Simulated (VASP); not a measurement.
Here is the system:

```xyz
2
Lattice="3.9849 0.0000 0.0000 -1.9925 3.4511 0.0000 0.0000 0.0000 13.9372" Properties=species:S:1:pos:R:3 pbc="T T T"
Ge     1.9925     1.1504     7.2858
Ge     0.0000     2.3007     6.6514
```

Method: r2SCAN meta-GGA, VASP's PBE PAW potentials (set 64) (plane waves; VASP). Run with 400 eV cut-off, 9×9×1 Γ-centred mesh, tetrahedra with Blöchl corrections, potentials Ge_d.

The cell holds a wide vacuum, so values per volume refer to the whole cell.

### Question
Give the energies of bands 12 to 17 at the high-symmetry points, in eV from the Fermi level.

### Answer

```tsv
band	Γ	M	K
12	-3.65	-7.87	-8.74
13	-0.62	-2.30	-4.16
14	-0.62	-1.22	0.00
15	0.93	0.77	0.00
16	2.68	1.85	4.82
17	4.13	6.05	6.94
```

It has no gap at this level: it comes out as a metal or semimetal.

The cell is a sheet with vacuum, built from a generated structure.
